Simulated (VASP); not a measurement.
These are vdW-DF-cx, VASP's PBE PAW potentials (set 64) (plane waves; VASP 6.6.1) values and carry that method's errors.

The input files of a VASP run:

### INCAR
```
SYSTEM  =  As
PREC  =  Accurate; ENCUT  =  520; LREAL  =  .FALSE.
LASPH  =  .TRUE.
EDIFF  =  1E-7; NELM  =  100; ALGO  =  Normal
LMAXMIX  =  4
ISMEAR  =  1; SIGMA  =  0.1
GGA  =  CX; LUSE_VDW  =  .TRUE.; AGGAC  =  0.0
IBRION  =  2; NSW  =  30; ISIF  =  4
EDIFFG  =  -0.01
LWAVE  =  .FALSE.; LCHARG  =  .FALSE.
```

### KPOINTS
```
kpoints
0
Gamma
  12 12 12
```

**POSCAR**
```
As
1
    3.6063558602    -1.9207186287    -0.0474458256
    3.6063558602     1.9207186287    -0.0474458256
    2.6252160131     0.0000000000     3.1313659830
As
2
Direct
  0.2302651951   0.2302651951   0.2302651951
  0.7697348049   0.7697348049   0.7697348049
```

POTCAR, in this order: As (PBE.64 set). Program: vasp_std.

The run wrote:

File OSZICAR:
```
       N       E                     dE             d eps       ncg     rms          rms(c)
DAV:   1     0.334159585247E+02    0.33416E+02   -0.43213E+03  3402   0.922E+02
DAV:   2    -0.536324011286E+01   -0.38779E+02   -0.37715E+02  5325   0.122E+02
DAV:   3    -0.661090406121E+01   -0.12477E+01   -0.12453E+01  3987   0.264E+01
DAV:   4    -0.661766303371E+01   -0.67590E-02   -0.67570E-02  4168   0.201E+00
DAV:   5    -0.661767928422E+01   -0.16251E-04   -0.16249E-04  3851   0.950E-02    0.302E+00
DAV:   6    -0.661147323990E+01    0.62060E-02   -0.42617E-03  3824   0.543E-01    0.180E+00
DAV:   7    -0.660850549699E+01    0.29677E-02   -0.92716E-03  3612   0.822E-01    0.912E-02
DAV:   8    -0.660859670647E+01   -0.91209E-04   -0.31273E-04  3524   0.134E-01    0.301E-02
DAV:   9    -0.660862793113E+01   -0.31225E-04   -0.49162E-05  3754   0.590E-02    0.921E-03
DAV:  10    -0.660862723680E+01    0.69432E-06   -0.45115E-06  4081   0.138E-02    0.299E-03
DAV:  11    -0.660862720615E+01    0.30648E-07   -0.57897E-07  3546   0.602E-03
   1 F= -.66086272E+01 E0= -.66085812E+01  d E =-.660863E+01
       N       E                     dE             d eps       ncg     rms          rms(c)
DAV:   1    -0.661053581878E+01   -0.19086E-02   -0.87630E-02  3434   0.181E+00    0.681E-02
DAV:   2    -0.661076291284E+01   -0.22709E-03   -0.27504E-03  3899   0.396E-01    0.378E-02
DAV:   3    -0.661075165857E+01    0.11254E-04   -0.30197E-05  3936   0.391E-02    0.178E-02
DAV:   4    -0.661075209056E+01   -0.43198E-06   -0.11087E-05  3714   0.221E-02    0.388E-03
DAV:   5    -0.661075250566E+01   -0.41511E-06   -0.75729E-07  3593   0.633E-03    0.645E-04
DAV:   6    -0.661075253514E+01   -0.29474E-07   -0.34192E-08  1748   0.156E-03
   2 F= -.66107525E+01 E0= -.66107133E+01  d E =-.212533E-02
       N       E                     dE             d eps       ncg     rms          rms(c)
DAV:   1    -0.661114485972E+01   -0.39235E-03   -0.47969E-02  3432   0.134E+00    0.503E-02
DAV:   2    -0.661126851538E+01   -0.12366E-03   -0.15038E-03  3896   0.292E-01    0.282E-02
DAV:   3    -0.661126240143E+01    0.61140E-05   -0.17252E-05  3936   0.292E-02    0.132E-02
DAV:   4    -0.661126294125E+01   -0.53982E-06   -0.62195E-06  3723   0.165E-02    0.296E-03
DAV:   5    -0.661126324751E+01   -0.30626E-06   -0.43168E-07  3526   0.477E-03    0.479E-04
DAV:   6    -0.661126326684E+01   -0.19330E-07   -0.19520E-08  1734   0.118E-03
   3 F= -.66112633E+01 E0= -.66112304E+01  d E =-.263606E-02
       N       E                     dE             d eps       ncg     rms          rms(c)
DAV:   1    -0.661183895159E+01   -0.57570E-03   -0.20679E-02  3463   0.860E-01    0.682E-02
DAV:   2    -0.661175396050E+01    0.84991E-04   -0.67887E-04  3527   0.183E-01    0.362E-02
DAV:   3    -0.661171342224E+01    0.40538E-04   -0.17559E-04  4407   0.787E-02    0.906E-03
DAV:   4    -0.661171418618E+01   -0.76394E-06   -0.11075E-05  3504   0.264E-02    0.426E-03
DAV:   5    -0.661171434348E+01   -0.15730E-06   -0.13084E-06  3933   0.792E-03    0.668E-04
DAV:   6    -0.661171434987E+01   -0.63895E-08   -0.10066E-07  1880   0.250E-03
   4 F= -.66117143E+01 E0= -.66116655E+01  d E =-.451083E-03
       N       E                     dE             d eps       ncg     rms          rms(c)
DAV:   1    -0.661205427172E+01   -0.33993E-03   -0.25706E-02  3466   0.958E-01    0.761E-02
DAV:   2    -0.661194718896E+01    0.10708E-03   -0.84899E-04  3541   0.205E-01    0.403E-02
DAV:   3    -0.661189611363E+01    0.51075E-04   -0.22003E-04  4392   0.881E-02    0.101E-02
DAV:   4    -0.661189704917E+01   -0.93553E-06   -0.13850E-05  3501   0.295E-02    0.474E-03
DAV:   5    -0.661189722155E+01   -0.17239E-06   -0.16257E-06  3907   0.882E-03    0.746E-04
DAV:   6    -0.661189723147E+01   -0.99196E-08   -0.12737E-07  2306   0.279E-03
   5 F= -.66118972E+01 E0= -.66118417E+01  d E =-.633965E-03
```

### OUTCAR
```
------------------------ aborting loop because EDIFF is reached ----------------------------------------
  FORCE on cell =-STRESS in cart. coord.  units (eV):
  Direction    XX          YY          ZZ          XY          YZ          ZX
  --------------------------------------------------------------------------------------
  Total       -0.3624105     -0.3661322     -0.3657776      0.0000000     -0.0000000      0.0011487
  in kB      -13.2388837    -13.3748365    -13.3618843      0.0000000     -0.0000000      0.0419626
  external PRESSURE =     -13.3252015 kB  Pullay stress =       0.0000000 kB
  volume of cell :       43.86
      direct lattice vectors                 reciprocal lattice vectors
     3.642879963 -1.909564095 -0.029432804     0.136315713 -0.261839862 -0.116136452
     3.642879963  1.909564095 -0.029432804     0.136315713  0.261839862 -0.116136452
     2.667438073 -0.000000000  3.130918128     0.002562925  0.000000000  0.317211603
 POSITION                                       TOTAL-FORCE (eV/Angst)
 -----------------------------------------------------------------------------------
      2.27836     -0.00000      0.70322        -0.003043      0.000000     -0.000939
      7.67484     -0.00000      2.36884         0.003043     -0.000000      0.000939
 -----------------------------------------------------------------------------------
    total drift:                                0.000000     -0.000000     -0.000000
  FREE ENERGIE OF THE ION-ELECTRON SYSTEM (eV)
  ---------------------------------------------------
  free  energy   TOTEN  =        -6.6118972315 eV

  energy  without entropy=       -6.6117306069  energy(sigma->0) =       -6.61184169

 reached required accuracy - stopping structural energy minimisation
```
(Selected blocks of OUTCAR.)

### CONTCAR
```
As
   1.00000000000000
     3.6428799625050008   -1.9095640953672754   -0.0294328040154901
     3.6428799625050008    1.9095640953672754   -0.0294328040154901
     2.6674380728253344   -0.0000000000000000    3.1309181282966518
  As
     2
Direct
     0.2289074213813297    0.2289074213813297    0.2289074213868190
     0.7710925786186703    0.7710925786186703    0.7710925786131810
```

The compound is As in the a7 structure. This cell is one point of a volume scan, at 1.03 of the reference volume. Symmetry was kept, so distortions that lower it aren't found.
